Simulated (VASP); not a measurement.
Level of theory: r2SCAN meta-GGA, VASP's PBE PAW potentials (set 64) (plane waves; VASP).

VASP input:

**POSCAR**
```
AlN
1
    1.5683751240    -2.7165053942     0.0000000000
    1.5683751240     2.7165053942     0.0000000000
    0.0000000000     0.0000000000     5.0236210872
Al N
2 2
Direct
  0.6666670000   0.3333330000   0.5000726666
  0.3333330000   0.6666670000   0.0000726666
  0.6666670000   0.3333330000   0.8819273334
  0.3333330000   0.6666670000   0.3819273334
```

### INCAR
```
SIGMA = 0.05   # width (eV)
LREAL = .FALSE.   # projection in real space or not
PREC = Accurate
SYSTEM = AlN
NELM = 100   # most electronic steps
LWAVE = .FALSE.
ISMEAR = 0   # Gaussian
LASPH = .TRUE.
METAGGA = R2SCAN
LMIXTAU = .TRUE.
ISIF = 2   # forces and stress, cell fixed
ENCUT = 600
ALGO = Normal   # blocked Davidson
EDIFF = 1E-7   # SCF stop (eV)
LCHARG = .FALSE.
```

### KPOINTS
```
Automatic mesh
0
Gamma
8 8 4
0 0 0
```

POTCAR, in this order: Al N (PBE.64 set). Program: vasp_std.

What VASP printed:

**OUTCAR**
```
 ion  position               nearest neighbor table
   1  0.667  0.333  0.500-   4 1.91   4 1.91   4 1.91   3 1.92   2 3.10   2 3.10   2 3.10   2 3.10
                             2 3.10   2 3.10
   2  0.333  0.667  0.000-   3 1.91   3 1.91   3 1.91   4 1.92   1 3.10   1 3.10   1 3.10   1 3.10
                             1 3.10   1 3.10
   3  0.667  0.333  0.882-   2 1.91   2 1.91   2 1.91   1 1.92
   4  0.333  0.667  0.382-   1 1.91   1 1.91   1 1.91   2 1.92
  LATTYP: Found a hexagonal cell.
 ALAT       =     3.1367502429
 C/A-ratio  =     1.6015368449
 Subroutine PRICEL returns:
 Original cell was already a primitive cell.
 Subroutine GETGRP returns: Found 12 space group operations
The static configuration has the point symmetry C_3v.
 The point group associated with its full space group is C_6v.
The dynamic configuration has the point symmetry C_3v.
 Subroutine INISYM returns: Found 12 space group operations
 Subroutine IBZKPT returns following result:
 Found     30 irreducible k-points:

 Following reciprocal coordinates:
            Coordinates               Weight
  0.000000  0.000000  0.000000      1.000000
  0.125000  0.000000  0.000000      6.000000
  0.250000  0.000000  0.000000      6.000000
...
```

**OSZICAR**
```
       N       E                     dE             d eps       ncg     rms          rms(c)
DAV:   1     0.496244342343E+02    0.49624E+02   -0.83344E+03   720   0.136E+03
DAV:   2    -0.423337563540E+02   -0.91958E+02   -0.83946E+02  1100   0.255E+02
DAV:   3    -0.469957989289E+02   -0.46620E+01   -0.46401E+01   948   0.625E+01
DAV:   4    -0.470391702555E+02   -0.43371E-01   -0.43355E-01   832   0.678E+00
DAV:   5    -0.470398170342E+02   -0.64678E-03   -0.64675E-03   932   0.843E-01    0.123E+01
DAV:   6    -0.390213955798E+02    0.80184E+01   -0.14563E+01   872   0.300E+01    0.551E+00
DAV:   7    -0.378957063226E+02    0.11257E+01   -0.67373E-01   740   0.873E+00    0.306E+00
DAV:   8    -0.401022592041E+02   -0.22066E+01   -0.15225E+00   888   0.117E+01    0.224E+00
DAV:   9    -0.382248995494E+02    0.18774E+01   -0.97217E-01   720   0.107E+01    0.442E-01
DAV:  10    -0.382075751263E+02    0.17324E-01   -0.79012E-02   772   0.347E+00    0.468E-01
DAV:  11    -0.382517471335E+02   -0.44172E-01   -0.38531E-03   832   0.696E-01    0.407E-01
DAV:  12    -0.384134501548E+02   -0.16170E+00   -0.41172E-02   720   0.255E+00    0.247E-01
DAV:  13    -0.384279846946E+02   -0.14535E-01   -0.12807E-02   836   0.137E+00    0.134E-01
DAV:  14    -0.384308138647E+02   -0.28292E-02   -0.87280E-04   728   0.392E-01    0.101E-01
DAV:  15    -0.384320450247E+02   -0.12312E-02   -0.12314E-03   756   0.475E-01    0.716E-02
DAV:  16    -0.384322269522E+02   -0.18193E-03   -0.20758E-04   748   0.206E-01    0.270E-02
DAV:  17    -0.384322577856E+02   -0.30833E-04   -0.35128E-05   920   0.569E-02    0.199E-02
DAV:  18    -0.384322758619E+02   -0.18076E-04   -0.71910E-06   720   0.425E-02    0.191E-02
DAV:  19    -0.384322757829E+02    0.79008E-07   -0.23146E-06   752   0.237E-02    0.720E-03
DAV:  20    -0.384322778705E+02   -0.20876E-05   -0.27456E-06   744   0.237E-02    0.223E-03
DAV:  21    -0.384322766366E+02    0.12339E-05   -0.16877E-07   600   0.560E-03    0.282E-03
DAV:  22    -0.384322783713E+02   -0.17347E-05   -0.45150E-08   472   0.325E-03    0.543E-04
DAV:  23    -0.384322782366E+02    0.13469E-06   -0.41171E-08   368   0.254E-03    0.119E-04
DAV:  24    -0.384322783969E+02   -0.16037E-06   -0.43887E-09   360   0.102E-03    0.128E-04
DAV:  25    -0.384322785238E+02   -0.12684E-06   -0.92561E-10   360   0.353E-04    0.137E-04
DAV:  26    -0.384322784749E+02    0.48857E-07   -0.87416E-10   360   0.432E-04
   1 F= -.38432278E+02 E0= -.38432278E+02  d E =-.199484E-13
```

File OUTCAR:
```
------------------------ aborting loop because EDIFF is reached ----------------------------------------
  FORCE on cell =-STRESS in cart. coord.  units (eV):
  Direction    XX          YY          ZZ          XY          YZ          ZX
  --------------------------------------------------------------------------------------
  Total       -1.6444584     -1.6444584     -1.5087743      0.0000000      0.0000000      0.0000000
  in kB      -61.5497194    -61.5497191    -56.4712600      0.0000000      0.0000000      0.0000000
  external PRESSURE =     -59.8568995 kB  Pullay stress =       0.0000000 kB
  volume of cell :       42.81
      direct lattice vectors                 reciprocal lattice vectors
     1.568375124 -2.716505394  0.000000000     0.318801282 -0.184060006  0.000000000
     1.568375124  2.716505394  0.000000000     0.318801282  0.184060006  0.000000000
     0.000000000  0.000000000  5.023621087     0.000000000  0.000000000  0.199059599
  FREE ENERGIE OF THE ION-ELECTRON SYSTEM (eV)
  ---------------------------------------------------
  free  energy   TOTEN  =       -38.4322784749 eV

  energy  without entropy=      -38.4322784749  energy(sigma->0) =      -38.43227847
```
(Selected blocks of OUTCAR.)

OUTCAR:
```
 val. band max:        5.6577998951   @ k =   0.0000   0.0000   0.0000

 cond. band min:      10.3119544639   @ k =   0.0000   0.0000   0.0000


 Fermi energy:         5.8946139246

 k-point     1 :       0.0000    0.0000    0.0000
  band No.  band energies     occupation
      1     -10.1598      2.00000
      2      -8.1216      2.00000
      3      -0.2865      2.00000
      4       4.7764      2.00000
      5       4.7765      2.00000
      6       5.4323      2.00000
      7       5.4323      2.00000
      8       5.6578      2.00000
      9      10.3120      0.00000
     10      12.9286      0.00000
     11      17.0290      0.00000
     12      17.4775      0.00000

 k-point     2 :       0.1250    0.0000    0.0000
  band No.  band energies     occupation
      1      -9.9677      2.00000
      2      -8.0168      2.00000
      3      -0.0509      2.00000
      4       3.9250      2.00000
      5       4.5355      2.00000
      6       4.6190      2.00000
      7       5.3934      2.00000
      8       5.5657      2.00000
      9      11.1520      0.00000
     10      13.6742      0.00000
     11      16.1413      0.00000
     12      16.4220      0.00000

 k-point     3 :       0.2500    0.0000    0.0000
  band No.  band energies     occupation
      1      -9.4356      2.00000
      2      -7.7716      2.00000
      3       0.6241      2.00000
      4       2.2206      2.00000
      5       3.1897      2.00000
      6       4.0715      2.00000
      7       5.2209      2.00000
      8       5.2280      2.00000
      9      12.3768      0.00000
     10      13.8892      0.00000
     11      14.3937      0.00000
     12      16.4035      0.00000

 k-point     4 :       0.3750    0.0000    0.0000
  band No.  band energies     occupation
      1      -8.7277      2.00000
      2      -7.5960      2.00000
      3       0.7879      2.00000
      4       1.6046      2.00000
      5       1.9930      2.00000
      6       3.6914      2.00000
...
```

The compound is AlN in the wurtzite structure. This cell was strained or had an atom moved on purpose.
